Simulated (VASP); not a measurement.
Output of a VASP run:

OSZICAR:
```
       N       E                     dE             d eps       ncg     rms          rms(c)
DAV:   1     0.737861590527E+02    0.73786E+02   -0.77531E+03  3214   0.142E+03
DAV:   2    -0.132540916877E+02   -0.87040E+02   -0.83759E+02  3427   0.329E+02
DAV:   3    -0.147313190623E+02   -0.14772E+01   -0.14697E+01  3634   0.425E+01
DAV:   4    -0.147379953912E+02   -0.66763E-02   -0.66753E-02  3454   0.322E+00
DAV:   5    -0.147380519779E+02   -0.56587E-04   -0.56585E-04  3544   0.287E-01    0.232E+01
DAV:   6    -0.142359649907E+02    0.50209E+00   -0.53631E-01  3391   0.957E+00    0.952E+00
DAV:   7    -0.141020577767E+02    0.13391E+00   -0.26539E-01  3523   0.624E+00    0.467E-01
DAV:   8    -0.140961615587E+02    0.58962E-02   -0.42095E-03  3268   0.970E-01    0.182E-01
DAV:   9    -0.140961764906E+02   -0.14932E-04   -0.45234E-05  3637   0.902E-02    0.665E-02
DAV:  10    -0.140961786410E+02   -0.21504E-05   -0.60824E-06  3487   0.372E-02    0.107E-02
DAV:  11    -0.140961786134E+02    0.27597E-07   -0.11695E-07  1793   0.422E-03
   1 F= -.13155830E+02 E0= -.13155639E+02  d E =-.131558E+02
```

### OUTCAR
```
------------------------ aborting loop because EDIFF is reached ----------------------------------------
  FORCE on cell =-STRESS in cart. coord.  units (eV):
  Direction    XX          YY          ZZ          XY          YZ          ZX
  --------------------------------------------------------------------------------------
  Total        0.9382061      0.9382061      0.9382061     -0.0000000     -0.0000000      0.0000000
  in kB       99.7721328     99.7721328     99.7721328     -0.0000000     -0.0000000      0.0000000
  external PRESSURE =      -0.2278672 kB  Pullay stress =     100.0000000 kB
  volume of cell :       15.07
      direct lattice vectors                 reciprocal lattice vectors
    -1.555893491  1.555893491  1.555893491     0.000000000  0.321358758  0.321358758
     1.555893491 -1.555893491  1.555893491     0.321358758  0.000000000  0.321358758
     1.555893491  1.555893491 -1.555893491     0.321358758  0.321358758  0.000000000
 POSITION                                       TOTAL-FORCE (eV/Angst)
 -----------------------------------------------------------------------------------
      0.00000      0.00000      0.00000         0.000000     -0.000000     -0.000000
 -----------------------------------------------------------------------------------
    total drift:                                0.000000     -0.000000      0.000000
  FREE ENERGIE OF THE ION-ELECTRON SYSTEM (eV)
  ---------------------------------------------------
  free  energy   TOTEN  =       -14.0961786134 eV

  energy  without entropy=      -14.0956072403  energy(sigma->0) =      -14.09598816
  enthalpy is  TOTEN    =       -13.1558297563 eV   P V=        0.9403488571

 reached required accuracy - stopping structural energy minimisation
```
(Selected blocks of OUTCAR.)

File POSCAR:
```
W
1
   -1.5558934913     1.5558934913     1.5558934913
    1.5558934913    -1.5558934913     1.5558934913
    1.5558934913     1.5558934913    -1.5558934913
W
1
Direct
  0.0000000000   0.0000000000   0.0000000000
```

Q: Write an INCAR and KPOINTS that could have produced this output.

A: Several could match; the one computed here: the input of the run itself, LDA (Ceperley-Alder, Perdew-Zunger), plane waves, VASP's LDA PAW potentials (set 64).

**KPOINTS**
```
K-points
0
gamma
 16 16 16
0 0 0
```

### INCAR
```
ALGO=Normal
EDIFF=1E-6
EDIFFG=-0.02
ENCUT=500
IBRION=2
ISIF=3
ISMEAR=1
LASPH=.TRUE.
LCHARG=.FALSE.
LMAXMIX=6
LREAL=.FALSE.
LWAVE=.FALSE.
NELM=100
NSW=40
PREC=Accurate
PSTRESS=100
SIGMA=0.1
SYSTEM=W
```

POTCAR, in this order: W_sv (LDA.64 set). Program: vasp_std.

The compound is W in the bcc structure. It was relaxed first under an external pressure of 10 GPa.
